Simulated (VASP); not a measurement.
```
CELL_PARAMETERS angstrom
      1.49657    -2.59213     0.00000
      1.49657     2.59213     0.00000
      0.00000     0.00000     5.85101
ATOMIC_POSITIONS crystal
  Cd 0.33333 0.66667 0.25000
  Cd 0.66667 0.33333 0.75000
```

These are PBE GGA, VASP's PBE PAW potentials (set 64) (plane waves; VASP) values and carry that method's errors. Run with 480 eV cut-off, 14×14×6 Γ-centred mesh, first-order Methfessel-Paxton smearing of 0.10 eV, potentials Cd.

**Question.** Give the stress tensor in GPa (positive for a compressed cell).

**Answer.** 
```
0.94  0.00  0.00
0.00  0.94  0.00
0.00  0.00  1.17
```
The pressure is its mean diagonal, 1.02 GPa.

The compound is Cd in the hcp structure. It was relaxed first, which changed the volume by +5 %.
